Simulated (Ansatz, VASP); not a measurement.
# TiNF in two plane-wave programs

One calculation is typed for both programs; each brings its own data sets. How far apart do they land? Of the first pair: The structure shown is the end of the VASP relaxation below. Valence electrons are named where the data sets of a main pair hold unlike numbers.

Main program and level: Ansatz 0.2.0; plane waves, with VASP 6.6.1 beside it; single point at PBEsol and band structure at PBEsol.

## Step 1: Set-up

The cell holds 12 atoms: 4 F, 4 Ti and 4 N. Cell: a = 3.062 Å, b = 3.964 Å, c = 27.206 Å, α = 90.0°, β = 90.0°, γ = 90.0°. It derives from TiNF. As first built, before any earlier steps moved the atoms (in the runner's words): kind sheets cut from a layered crystal; sheets 2. Vacuum lies along c.

Coordinates:

```xyz
12
Lattice="3.0620 0.0000 0.0000 0.0000 3.9644 0.0000 0.0000 0.0000 27.2057" Properties=species:S:1:pos:R:3
F     1.5310    1.9822   19.6572
F     0.0000    0.0000   15.4168
F     1.5310    1.9822   11.7889
F     0.0000    0.0000    7.5485
Ti    0.0000    1.9822   18.3407
Ti    1.5310    0.0000   16.7333
Ti    0.0000    1.9822   10.4724
Ti    1.5310    0.0000    8.8650
N     0.0000    0.0000   18.0386
N     1.5310    1.9822   17.0356
N     0.0000    0.0000   10.1701
N     1.5310    1.9822    9.1671
```

## Step 2: VASP: relaxation, PBEsol

This run makes the geometry at which the two programs are then compared.

Lines of VASP's logs that name or quote its potential files are left out, and so is its time.

INCAR reads:

```
SYSTEM = TiNF
PREC = Normal
ENCUT = 400
EDIFF = 1E-05
NELM = 120
ISMEAR = 0
SIGMA = 0.05
LREAL = .FALSE.
ALGO = Fast
GGA = PS
NBANDS = 44
LORBIT = 11
LWAVE = .FALSE.
LCHARG = .FALSE.
KPAR = 4
IBRION = 2
NSW = 40
ISIF = 2
EDIFFG = -0.03
POTIM = 0.4
MAXMIX = 40
IDIPOL = 3
LDIPOL = .TRUE.
DIPOL = 0.5 0.5 0.5
```

POSCAR reads:

```
TiNF
1.0
    3.0620040000      0.0000000000      0.0000000000
    0.0000000000      3.9643870000      0.0000000000
    0.0000000000      0.0000000000     27.2056991612
F Ti N
4 4 4
Direct
    0.5000000000      0.5000000000      0.7243224680
    0.0000000000      0.0000000000      0.5649855170
    0.5000000000      0.5000000000      0.4350144830
    0.0000000000      0.0000000000      0.2756775320
    0.0000000000      0.5000000000      0.6747669030
    0.5000000000      0.0000000000      0.6145410820
    0.0000000000      0.5000000000      0.3854589180
    0.5000000000      0.0000000000      0.3252330970
    0.0000000000      0.0000000000      0.6622103580
    0.5000000000      0.5000000000      0.6270976270
    0.0000000000      0.0000000000      0.3729023730
    0.5000000000      0.5000000000      0.3377896420
```

KPOINTS reads:

```
Automatic mesh
0
Gamma
8 6 1
0 0 0
```

Potentials, in the order of the species: F, Ti and N (PBE family, release 64).

On the command line:

```console
> mpirun -np 4 vasp_std
```

Numbers of over 12 decimals in the logs are rounded to 6 here.

The program printed:

```text
[banner, memory and clock lines left out]
running    4 mpi-ranks, on    1 nodes
 distrk:  each k-point on    1 cores,    4 groups
 distr:  one band on    1 cores,    1 groups

 POSCAR found type information on POSCAR F TiN
 POSCAR found :  3 types and      12 ions
|                                                                             |
|               ----> ADVICE to this user running VASP <----                  |
|                                                                             |
|     You enforced a specific xc type in the INCAR file but a different       |
|     [... a line on the potential file left out ...]
|     I HOPE YOU KNOW WHAT YOU ARE DOING!                                     |
|                                                                             |

 LDA part: xc-table for (Slater+PW92), standard interpolation
 POSCAR, INCAR and KPOINTS ok, starting setup
 FFT: planning ... GRIDC
 FFT: planning ... GRID_SOFT
 FFT: planning ... GRID
 WAVECAR not read
 entering main loop
       N       E                     dE             d eps       ncg     rms          rms(c)
DAV:   1     0.735443567486E+03    0.73544E+03   -0.22092E+04  1760   0.101E+03
DAV:   2     0.717870423943E+02   -0.66366E+03   -0.63483E+03  2260   0.285E+02
DAV:   3    -0.123047736712E+03   -0.19483E+03   -0.19068E+03  2352   0.174E+02
DAV:   4    -0.132351519285E+03   -0.93038E+01   -0.92758E+01  2236   0.482E+01
DAV:   5    -0.132623831528E+03   -0.27231E+00   -0.27222E+00  2256   0.787E+00    0.557E+01
RMM:   6    -0.103403427063E+03    0.29220E+02   -0.17020E+02  1900   0.547E+01    0.126E+01
RMM:   7    -0.102445575639E+03    0.95785E+00   -0.29184E+01  1764   0.350E+01    0.199E+01
RMM:   8    -0.102057360548E+03    0.38822E+00   -0.54893E+00  1855   0.902E+00    0.105E+01
RMM:   9    -0.101842373685E+03    0.21499E+00   -0.18502E+00  1782   0.588E+00    0.842E+00
RMM:  10    -0.101726062214E+03    0.11631E+00   -0.10267E+00  1900   0.496E+00    0.195E+00
RMM:  11    -0.101666431189E+03    0.59631E-01   -0.41732E-01  1772   0.311E+00    0.153E+00
RMM:  12    -0.101672797577E+03   -0.63664E-02   -0.86797E-02  1912   0.133E+00    0.715E-01
RMM:  13    -0.101668131937E+03    0.46656E-02   -0.26195E-02  1807   0.668E-01    0.562E-01
RMM:  14    -0.101670833271E+03   -0.27013E-02   -0.17752E-02  1902   0.503E-01    0.426E-01
RMM:  15    -0.101668891358E+03    0.19419E-02   -0.23807E-03  1783   0.274E-01    0.299E-01
RMM:  16    -0.101668027129E+03    0.86423E-03   -0.78371E-03  1830   0.366E-01    0.903E-02
RMM:  17    -0.101668384045E+03   -0.35692E-03   -0.11079E-03  1824   0.166E-01    0.493E-02
RMM:  18    -0.101668817888E+03   -0.43384E-03   -0.55080E-04  1769   0.107E-01    0.971E-02
RMM:  19    -0.101668817615E+03    0.27252E-06   -0.80258E-05  1588   0.494E-02
   1 F= -.10166882E+03 E0= -.10166882E+03  d E =-.101669E+03
[... from here on, the cycles between the ionic steps are left out ...]
   2 F= -.10168393E+03 E0= -.10168393E+03  d E =-.151154E-01
   3 F= -.10168487E+03 E0= -.10168487E+03  d E =-.160514E-01
   4 F= -.10169479E+03 E0= -.10169479E+03  d E =-.992115E-02
   5 F= -.10170044E+03 E0= -.10170044E+03  d E =-.155755E-01
   6 F= -.10170238E+03 E0= -.10170238E+03  d E =-.193905E-02
   7 F= -.10170248E+03 E0= -.10170248E+03  d E =-.203116E-02
   8 F= -.10170248E+03 E0= -.10170248E+03  d E =-.612407E-05
 trial-energy change:   -0.000006  1 .order   -0.000020   -0.000305    0.000265
 step:   0.7829(harm=  0.7829)  dis= 0.00096  next Energy=  -101.702557 (dE=-0.815E-04)
 bond charge predicted
       N       E                     dE             d eps       ncg     rms          rms(c)
DAV:   1    -0.101702555160E+03   -0.76435E-04   -0.10760E-02  1760   0.561E-01    0.381E-02
RMM:   2    -0.101702550959E+03    0.42009E-05   -0.29539E-04  1756   0.991E-02    0.922E-03
RMM:   3    -0.101702557922E+03   -0.69631E-05   -0.70175E-05  1542   0.391E-02
   9 F= -.10170256E+03 E0= -.10170256E+03  d E =-.822162E-04
 curvature:  -0.40 expect dE=-0.179E-04 dE for cont linesearch -0.186E-06
 trial: gam= 0.17067 g(F)=  0.444E-04 g(S)=  0.000E+00 ort = 0.995E-05 (trialstep = 0.133E+01)
 search vector abs. value=  0.541E-04
 reached required accuracy - stopping structural energy minimisation
```

OUTCAR, selected parts (step 2):

```text
ion  position               nearest neighbor table
   1  0.500  0.500  0.724-   5 2.04   5 2.04
   2  0.000  0.000  0.565-   6 2.04   6 2.04
   3  0.500  0.500  0.435-   7 2.04   7 2.04
   4  0.000  0.000  0.276-   8 2.04   8 2.04
   5  0.000  0.500  0.675-  10 2.01  10 2.01   9 2.01   9 2.01   1 2.04   1 2.04   6 2.99   6 2.99
                             6 2.99   6 2.99
   6  0.500  0.000  0.615-   9 2.01   9 2.01  10 2.01  10 2.01   2 2.04   2 2.04   5 2.99   5 2.99
                             5 2.99   5 2.99
   7  0.000  0.500  0.385-  12 2.01  12 2.01  11 2.01  11 2.01   3 2.04   3 2.04   8 2.99   8 2.99
                             8 2.99   8 2.99
   8  0.500  0.000  0.325-  11 2.01  11 2.01  12 2.01  12 2.01   4 2.04   4 2.04   7 2.99   7 2.99
                             7 2.99   7 2.99
   9  0.000  0.000  0.662-   6 2.01   6 2.01   5 2.01   5 2.01
  10  0.500  0.500  0.627-   5 2.01   5 2.01   6 2.01   6 2.01
  11  0.000  0.000  0.373-   8 2.01   8 2.01   7 2.01   7 2.01
  12  0.500  0.500  0.338-   7 2.01   7 2.01   8 2.01   8 2.01

  LATTYP: Found a simple orthorhombic cell.
 ALAT       =     3.0620040000
 B/A-ratio  =     1.2947034034
 C/A-ratio  =     8.8849326001

 Subroutine GETGRP returns: Found  8 space group operations
 (whereof  4 operations were pure point group operations)

The static configuration has the point symmetry C_2v.
 The point group associated with its full space group is D_2h.

 Found     20 irreducible k-points:

   k-points           NKPTS =     20   k-points in BZ     NKDIM =     20   number of bands    NBANDS=     44

   dimension x,y,z NGX =    16 NGY =   20 NGZ =  140
   dimension x,y,z NGXF=    32 NGYF=   40 NGZF=  280

   ENCUT  =  400.0 eV  29.40 Ry    5.42 a.u.   4.99  6.46 44.37*2*pi/ulx,y,z

   NELECT =      64.0000    total number of electrons

 k-points in reciprocal lattice and weights: Automatic mesh
   0.00000000  0.00000000  0.00000000       0.021
   0.12500000  0.00000000  0.00000000       0.042
   0.25000000  0.00000000  0.00000000       0.042
   0.37500000  0.00000000  0.00000000       0.042
   0.50000000  0.00000000  0.00000000       0.021
   0.00000000  0.16666667  0.00000000       0.042
   0.12500000  0.16666667  0.00000000       0.083
   0.25000000  0.16666667  0.00000000       0.083
   0.37500000  0.16666667  0.00000000       0.083
[...]
0.37500000  0.50000000  0.00000000       0.042
   0.50000000  0.50000000  0.00000000       0.021

 dipolmoment           0.000000      0.000000     -0.000000 electrons x Angstroem

 average (electrostatic) potential at core
       1 -82.5791       2 -82.5816       3 -82.5816       4 -82.5791       5 -33.2863
       6 -33.2872       7 -33.2872       8 -33.2863       9 -70.9250      10 -70.9251
      11 -70.9251      12 -70.9250

 E-fermi :  -2.7504

 k-point     1 :       0.0000    0.0000    0.0000
  band No.  band energies     occupation
    ...
     28      -5.4288      2.00000
     29      -4.1750      2.00000
     30      -4.1748      2.00000
     31      -2.9819      2.00000
     32      -2.9810      2.00000
     33      -2.4418      0.00000
     34      -2.4418      0.00000
     35      -1.6180      0.00000
     36      -1.6173      0.00000
     37      -1.4810      0.00000
    ...

 k-point     2 :       0.1250    0.0000    0.0000
  band No.  band energies     occupation
    ...
     28      -4.8942      2.00000
     29      -4.5656      2.00000
     30      -4.5613      2.00000
     31      -3.5440      2.00000
     32      -3.5436      2.00000
     33      -2.0715      0.00000
     34      -2.0710      0.00000
     35      -1.3567      0.00000
     36      -1.3552      0.00000
     37      -1.3490      0.00000
    ...

 k-point     3 :       0.2500    0.0000    0.0000
  band No.  band energies     occupation
    ...
     28      -5.1521      2.00000
     29      -4.3681      2.00000
     30      -4.3673      2.00000
     31      -4.3243      2.00000
     32      -4.3146      2.00000
     33      -1.7339      0.00000
     34      -1.7334      0.00000
     35      -1.2608      0.00000
     36      -1.2587      0.00000
     37      -1.1177      0.00000
    ...

  Total       -9.4326091     -8.1006396     -6.6356191      0.0000000      0.0000000      0.0000000
  in kB      -45.7615505    -39.2996068    -32.1921765      0.0000000      0.0000000      0.0000000
  external PRESSURE =     -39.0844446 kB  Pullay stress =       0.0000000 kB

  energy-cutoff  :      400.00
  volume of cell :      330.25
      direct lattice vectors                 reciprocal lattice vectors
     3.062004000  0.000000000  0.000000000     0.326583505  0.000000000  0.000000000
     0.000000000  3.964387000  0.000000000     0.000000000  0.252245807  0.000000000
     0.000000000  0.000000000 27.205699161     0.000000000  0.000000000  0.036757004

 POSITION                                       TOTAL-FORCE (eV/Angst)
 -----------------------------------------------------------------------------------
      1.53100      1.98219     19.65717         0.000000      0.000000      0.002551
      0.00000      0.00000     15.41683         0.000000      0.000000     -0.018297
      1.53100      1.98219     11.78887         0.000000      0.000000      0.018297
      0.00000      0.00000      7.54853         0.000000      0.000000     -0.002551
      0.00000      1.98219     18.34067         0.000000      0.000000      0.005403
      1.53100      0.00000     16.73329         0.000000      0.000000     -0.003650
      0.00000      1.98219     10.47241         0.000000      0.000000      0.003650
      1.53100      0.00000      8.86503         0.000000      0.000000     -0.005403
      0.00000      0.00000     18.03860         0.000000      0.000000     -0.005837
      1.53100      1.98219     17.03560         0.000000      0.000000     -0.012559
      0.00000      0.00000     10.17010         0.000000      0.000000      0.012559
      1.53100      1.98219      9.16709         0.000000      0.000000      0.005837
 -----------------------------------------------------------------------------------
    total drift:                                0.000000      0.000000     -0.000000

  FREE ENERGIE OF THE ION-ELECTRON SYSTEM (eV)
  ---------------------------------------------------
  free  energy   TOTEN  =      -101.7025579223 eV

  energy  without entropy=     -101.7025579223  energy(sigma->0) =     -101.70255792

 reached required accuracy - stopping structural energy minimisation

 vacuum level on the upper side and lower side of the slab         3.575         3.575

 total charge
# of ion       s       p       d       tot
------------------------------------------
    1        1.776   4.346   0.000   6.122
    2        1.776   4.346   0.000   6.122
    3        1.776   4.346   0.000   6.122
    4        1.776   4.346   0.000   6.122
    5        0.525   0.986   2.676   4.187
    6        0.525   0.986   2.676   4.186
    7        0.525   0.986   2.676   4.186
    8        0.525   0.986   2.676   4.187
    9        1.287   2.402   0.000   3.688
   10        1.287   2.402   0.000   3.688
   11        1.287   2.402   0.000   3.688
   12        1.287   2.402   0.000   3.688
--------------------------------------------------
tot         14.348  30.934  10.703  55.985

[... 3 further parts left out ...]
```

CONTCAR:

```
TiNF
   1.00000000000000
     3.0620039999999999    0.0000000000000000    0.0000000000000000
     0.0000000000000000    3.9643869999999999    0.0000000000000000
     0.0000000000000000    0.0000000000000000   27.2056991611999983
  F               Ti              N
     4     4     4
Direct
     0.5000000000000000    0.5000000000000000    0.7225386906469954
     0.0000000000000000    0.0000000000000000    0.5666764722353917
     0.5000000000000000    0.5000000000000000    0.4333235277646082
     0.0000000000000000    0.0000000000000000    0.2774613093530047
     0.0000000000000000    0.5000000000000000    0.6741481662136288
     0.5000000000000000    0.0000000000000000    0.6150656856661009
     0.0000000000000000    0.5000000000000000    0.3849343143338994
     0.5000000000000000    0.0000000000000000    0.3258518337863711
     0.0000000000000000    0.0000000000000000    0.6630450516144084
     0.5000000000000000    0.5000000000000000    0.6261775761346595
     0.0000000000000000    0.0000000000000000    0.3738224238653404
     0.5000000000000000    0.5000000000000000    0.3369549483855914
```

This run has no spin polarisation, so a moment on Ti, if there is one, isn't seen. The gap is read on the k-mesh alone, so it is an upper bound where the band edges lie off the mesh. LASPH is off, so gradient terms of the non-spherical density inside the spheres are left out; for open d or f shells this can shift gaps and moments. The PAW data sets were made with PBE, which is usual practice but a small mismatch for other functionals. The data set Ti keeps the semicore shell frozen, which is cheaper and a little less accurate. The run keeps the 8 symmetry operations of its start, so it cannot find a distortion of lower symmetry.

(Continued in part 2 of 3.)

[Lines on the potential files, build, host, timing and source positions are cut from VASP's logs without a mark.]

[Logs are printed without paths, hosts, clocks, repeated set-up lines and the standing remarks that a program may print on its own settings, such as how far it seeks lower states.]

[Hosts, paths, dates, database ids (printed as entryN), source tags and the programs' standing remarks are cut or masked in the printed files.]
